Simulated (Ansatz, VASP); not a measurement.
# C (amorphous carbon): VASP beside Ansatz, part 2 of 2

Aim: how closely do two programs agree when they are given the same cell, functional and k mesh? Of the first pair: The structure shown is the start of the Ansatz relaxation below; VASP solves that cell, so the two are compared at the walk's first step.

VASP 6.6.1 and Ansatz 0.2.0.

So far. Step 3 (VASP: single point, PBE, start cell, pair 1): The run ends at a pressure of -8.19 GPa, with forces up to 4.0 eV/Å.

**5. Ansatz: relaxation, PBE**

Level of this step: Ansatz beside VASP: Kohn-Sham DFT, plane waves, PBE (Ansatz).

This run makes the geometry at which the two programs are then compared.

The structure compared here is the end of the Ansatz relaxation.

The input, input.yaml:

```yaml
crystal:
  lattice:
    - [12.3406, 0.0, 0.0]
    - [0.0, 12.3406, 0.0]
    - [0.0, 0.0, 12.3406]
  atoms:
    - { symbol: C, position: [0.25612, 0.76552, 0.67207] }
    - { symbol: C, position: [0.73334, 0.8819, 0.03196] }
[... 1 atom line left out ...]
    - { symbol: C, position: [0.63614, 0.98543, 0.69918] }
[... 5 atom lines left out ...]
    - { symbol: C, position: [0.50281, 0.60223, 0.796] }
[... 3 atom lines left out ...]
    - { symbol: C, position: [0.17513, 0.78881, 0.34055] }
[... 1 atom line left out ...]
    - { symbol: C, position: [0.05006, 0.74357, 0.63912] }
[... 3 atom lines left out ...]
    - { symbol: C, position: [0.37833, 0.61274, 0.60105] }
[... 1 atom line left out ...]
    - { symbol: C, position: [0.42095, 0.98682, 0.41228] }
[... 2 atom lines left out ...]
    - { symbol: C, position: [0.42059, 0.69258, 0.77206] }
[... 2 atom lines left out ...]
    - { symbol: C, position: [0.09846, 0.23935, 0.58764] }
    - { symbol: C, position: [0.09403, 0.83813, 0.94307] }
[... 5 atom lines left out ...]
    - { symbol: C, position: [0.54601, 0.03208, 0.76562] }
    - { symbol: C, position: [0.44212, 0.96854, 0.78228] }
[... 1 atom line left out ...]
    - { symbol: C, position: [0.18755, 0.11125, 0.83378] }
[... 3 atom lines left out ...]
    - { symbol: C, position: [0.10021, 0.04127, 0.78924] }
[... 4 atom lines left out ...]
    - { symbol: C, position: [0.28521, 0.10146, 0.76274] }
    - { symbol: C, position: [0.28234, 0.75787, 0.31687] }
[... 3 atom lines left out ...]
    - { symbol: C, position: [0.29583, 0.55334, 0.55156] }
    - { symbol: C, position: [0.32795, 0.99588, 0.74003] }
[... 3 atom lines left out ...]
    - { symbol: C, position: [0.19017, 0.28333, 0.59218] }
[... 2 atom lines left out ...]
    - { symbol: C, position: [0.35162, 0.08412, 0.37381] }
    - { symbol: C, position: [0.35233, 0.71592, 0.94658] }
[... 3 atom lines left out ...]
    - { symbol: C, position: [0.99359, 0.07406, 0.77085] }
[... 13 atom lines left out ...]
    - { symbol: C, position: [0.92977, 0.91068, 0.67481] }
[... 3 atom lines left out ...]
    - { symbol: C, position: [0.93822, 0.0918, 0.57819] }
[... 5 atom lines left out ...]
    - { symbol: C, position: [0.35546, 0.69841, 0.68077] }
[... 3 atom lines left out ...]
    - { symbol: C, position: [0.18662, 0.608, 0.55666] }
    - { symbol: C, position: [0.16654, 0.70676, 0.62682] }
[... 1 atom line left out ...]
    - { symbol: C, position: [0.39997, 0.77431, 0.859] }
[... 5 atom lines left out ...]
    - { symbol: C, position: [0.03028, 0.85436, 0.67851] }
[... 5 atom lines left out ...]
    - { symbol: C, position: [0.04237, 0.93457, 0.38971] }
[... 1 atom line left out ...]
    - { symbol: C, position: [0.43186, 0.87465, 0.83593] }
[... 1 atom line left out ...]
    - { symbol: C, position: [0.24009, 0.06692, 0.40155] }
[... 6 atom lines left out ...]
    - { symbol: C, position: [0.12288, 0.8661, 0.851] }
[... 2 atom lines left out ...]
    - { symbol: C, position: [0.94587, 0.03091, 0.67252] }
    - { symbol: C, position: [0.21168, 0.20223, 0.90897] }
[... 2 atom lines left out ...]
    - { symbol: C, position: [0.224, 0.95912, 0.45619] }
[... 5 atom lines left out ...]
    - { symbol: C, position: [0.12812, 0.9194, 0.74179] }
[... 1 atom line left out ...]
    - { symbol: C, position: [0.00085, 0.19255, 0.54748] }
[... 4 atom lines left out ...]
    - { symbol: C, position: [0.33979, 0.92629, 0.48102] }
[... 3 atom lines left out ...]
    - { symbol: C, position: [0.14261, 0.89013, 0.39226] }
[... 6 atom lines left out ...]
    - { symbol: C, position: [0.98899, 0.02957, 0.40486] }
    - { symbol: C, position: [0.27043, 0.92759, 0.56563] }
    - { symbol: C, position: [0.96604, 0.66494, 0.61349] }
    - { symbol: C, position: [0.15496, 0.13311, 0.36104] }
[... 1 atom line left out ...]
    - { symbol: C, position: [0.33849, 0.20829, 0.76863] }
[... 3 atom lines left out ...]
    - { symbol: C, position: [0.6872, 0.89823, 0.47195] }
kpoints:
  mp_grid: { grid: [1, 1, 1] }
hamiltonian:
  xc: pbe
scf:
  occupations: { method: gaussian, width: 0.05 }
output:
  forces: true
  eigenvalues: true
relax:
  f_tol: 0.05
  max_steps: 90
```

Run with:

```console
ansatz run input.yaml --threads 4 --pin off --max-ram 8192MiB --backend cpu --events-out ev --progress --plain --runs-dir out
```

Numbers of over 12 decimals in the logs are rounded to 6 here.

Log:

```text
[...]
Crystal: 159 atoms, lattice volume = 1879.355 Å³
Basis set: ecut = 420 eV, 36785 PW (Γ), exchange–correlation on 180×180×180 points (8 copies of the dense FFT grid, shifted against one another)
Bands: 477, of which v1, the nominal top of the filled ones, is band 318 counted from 1 (317 counted from 0)
Symmetry: 1 space group operations
[...]
k-points: 1
[...]
- { symbol: C, position: [0.454281, 0.645291, 0.276769] }
    - { symbol: C, position: [0.989552, 0.224178, 0.433754] }
    - { symbol: C, position: [0.786626, 0.046073, 0.438774] }
    - { symbol: C, position: [0.184244, 0.289122, 0.591608] }
    - { symbol: C, position: [0.283227, 0.277213, 0.149283] }
    - { symbol: C, position: [0.765460, 0.389877, 0.146632] }
    - { symbol: C, position: [0.354192, 0.070803, 0.367472] }
[...]
- { symbol: C, position: [0.288214, 0.339017, 0.601054] }
    - { symbol: C, position: [0.104910, 0.264670, 0.220066] }
    - { symbol: C, position: [0.355800, 0.306650, 0.688571] }
    - { symbol: C, position: [0.686445, 0.899154, 0.467728] }
```

**6. VASP: single point, PBE, relaxed cell, pair 2**

The same cell, functional, mesh and smearing now go to VASP, with its own data sets.

The input, INCAR:

```
SYSTEM = C
PREC = Accurate
ENCUT = 520
EDIFF = 1E-06
NELM = 120
ISMEAR = 0
SIGMA = 0.05
LREAL = Auto
ALGO = Normal
GGA = PE
NBANDS = 429
LORBIT = 11
LWAVE = .FALSE.
LCHARG = .FALSE.
ISIF = 2
LASPH = .TRUE.
GGA_COMPAT = .FALSE.
```

The input, POSCAR:

```
C
1.0
   12.3406000000      0.0000000000      0.0000000000
    0.0000000000     12.3406000000      0.0000000000
    0.0000000000      0.0000000000     12.3406000000
C
159
Direct
    0.2689500000      0.7812300000      0.6070000000
    0.7466000000      0.8825900000      0.0303700000
[... 1 atom line left out ...]
    0.6410600000      0.9891200000      0.7011000000
[... 5 atom lines left out ...]
    0.4953000000      0.6086400000      0.7890000000
[... 3 atom lines left out ...]
    0.1821000000      0.7781000000      0.3477200000
[... 1 atom line left out ...]
    0.0517200000      0.7428800000      0.6393000000
[... 3 atom lines left out ...]
    0.3807900000      0.6130000000      0.5877000000
[... 1 atom line left out ...]
    0.4199700000      0.9677100000      0.3837300000
[... 2 atom lines left out ...]
    0.4104400000      0.7021300000      0.7546400000
[... 2 atom lines left out ...]
    0.0949900000      0.2402300000      0.5911300000
    0.0988200000      0.8249200000      0.9609300000
[... 5 atom lines left out ...]
    0.5620400000      0.0386500000      0.7768700000
    0.4544900000      0.9862000000      0.8027800000
[... 1 atom line left out ...]
    0.1822400000      0.1124800000      0.8503000000
[... 3 atom lines left out ...]
    0.0927100000      0.0390400000      0.8026600000
[... 4 atom lines left out ...]
    0.2798900000      0.1156400000      0.7732600000
    0.3046100000      0.7815700000      0.3500500000
[... 3 atom lines left out ...]
    0.2951400000      0.5537400000      0.5453200000
    0.3597500000      0.0442700000      0.7749700000
[... 3 atom lines left out ...]
    0.1842400000      0.2891200000      0.5916100000
[... 2 atom lines left out ...]
    0.3541900000      0.0708000000      0.3674700000
    0.3536900000      0.7216000000      0.9347800000
[... 3 atom lines left out ...]
    0.9910900000      0.0807500000      0.7737200000
[... 13 atom lines left out ...]
    0.9282800000      0.9114100000      0.6751600000
[... 3 atom lines left out ...]
    0.9352300000      0.0911400000      0.5826800000
[... 5 atom lines left out ...]
    0.3590800000      0.7081800000      0.6548100000
[... 3 atom lines left out ...]
    0.1857200000      0.6086400000      0.5550400000
    0.1641000000      0.7118800000      0.6113600000
[... 1 atom line left out ...]
    0.3934300000      0.7823600000      0.8444300000
[... 5 atom lines left out ...]
    0.0288600000      0.8546800000      0.6886600000
[... 5 atom lines left out ...]
    0.0397800000      0.9279200000      0.3900800000
[... 1 atom line left out ...]
    0.4285000000      0.8842800000      0.8329200000
[... 1 atom line left out ...]
    0.2456900000      0.0519500000      0.4032100000
[... 6 atom lines left out ...]
    0.1165400000      0.8589900000      0.8671300000
[... 2 atom lines left out ...]
    0.9418400000      0.0315600000      0.6784000000
    0.2049500000      0.2046700000      0.9188100000
[... 2 atom lines left out ...]
    0.2294600000      0.9361300000      0.4476300000
[... 5 atom lines left out ...]
    0.0993600000      0.9172900000      0.7717800000
[... 1 atom line left out ...]
    0.9989100000      0.1900500000      0.5515400000
[... 4 atom lines left out ...]
    0.3376200000      0.8795600000      0.4208000000
[... 3 atom lines left out ...]
    0.1384500000      0.8811800000      0.3867500000
[... 6 atom lines left out ...]
    0.9892600000      0.0238500000      0.4100600000
    0.2874600000      0.8670800000      0.5338700000
    0.9654500000      0.6617800000      0.6140000000
    0.1589400000      0.1233400000      0.3686000000
[... 1 atom line left out ...]
    0.3177400000      0.2299700000      0.7688600000
[... 3 atom lines left out ...]
    0.6864400000      0.8991500000      0.4677300000
```

The input, KPOINTS:

```
Automatic mesh
0
Gamma
1 1 1
0 0 0
```

PAW data sets: C (PBE family, release 64).

Run with:

```console
export OMP_NUM_THREADS=3
mpirun -np 1 vasp_gam
```

Log:

```text
[... set-up lines as in an earlier step ...]
 entering main loop
       N       E                     dE             d eps       ncg     rms          rms(c)
DAV:   1     0.465941284019E+04    0.46594E+04   -0.35379E+05   866   0.142E+03
DAV:   2    -0.921137498578E+03   -0.55806E+04   -0.53009E+04  1092   0.328E+02
DAV:   3    -0.139658261452E+04   -0.47545E+03   -0.46185E+03  1036   0.962E+01
DAV:   4    -0.141313758775E+04   -0.16555E+02   -0.16411E+02  1092   0.191E+01
[...]
DAV:  21    -0.133226455740E+04    0.32981E-04   -0.24295E-05   900   0.819E-03    0.649E-03
DAV:  22    -0.133226455299E+04    0.44099E-05   -0.58265E-06   828   0.353E-03    0.361E-03
DAV:  23    -0.133226455202E+04    0.97282E-06   -0.13752E-06   604   0.207E-03
   1 F= -.13322646E+04 E0= -.13322411E+04  d E =-.468403E-01
```

Parts of OUTCAR (step 6):

```text
  FREE ENERGIE OF THE ION-ELECTRON SYSTEM (eV)
  ---------------------------------------------------
  free  energy   TOTEN  =     -1332.2645520184 eV

  energy  without entropy=    -1332.2177116786  energy(sigma->0) =    -1332.24113185
```

The run ends at a pressure of -8.04 GPa, with forces up to 0.11 eV/Å.

**7. Differences**

At this near-relaxed geometry the largest component of a force difference is 106 meV/Å.

**8. Summary of results**

```json
{"r.m.s. force difference (single point, PBE, start cell, pair 1)": "6.5 % of the r.m.s. force", "r.m.s. force difference (single point, PBE, relaxed cell, pair 2)": "18 meV/Å"}
```

**Reading.** The r.m.s. force difference is 6.5 % of the r.m.s. force (single point, PBE, start cell, pair 1), beyond the 3 % picked in this series as the mark of a large difference. What causes the difference of the single point, PBE, start cell, pair 1 pair stays open here. What causes the difference of the single point, PBE, relaxed cell, pair 2 pair stays open here. How closely two codes agree says nothing of how well the functional describes the real material.

[Lines on the potential files, build, host, timing and source positions are cut from VASP's logs without a mark.]

[Logs are printed without paths, hosts, clocks, repeated set-up lines and the standing remarks that a program may print on its own settings, such as how far it seeks lower states.]

[Hosts, paths, dates, database ids (printed as entryN), source tags and the programs' standing remarks are cut or masked in the printed files.]
